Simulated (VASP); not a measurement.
For cubic KF (space group Fm-3m), PBE GGA, VASP's PBE PAW potentials (set 64) (VASP) gives ε∞ = 1.99, a static ε₀ = 5.45 and a transverse optical mode at 196 cm⁻¹.

Q: Estimate the longitudinal optical frequency at Γ.

A: By the Lyddane-Sachs-Teller relation, ω_LO = ω_TO √(ε₀/ε∞) = 196 × √(5.45/1.99) = 324 cm⁻¹.

The structure comes from a computed database's KF entry; how it stands against other phases isn't given here. The cell was not relaxed at this level. The run is one of a series of settings (EDIFF = 1E-8, IBRION = 8, LEPSILON = .TRUE., NSW = 1 against the base run), some of them coarse on purpose.
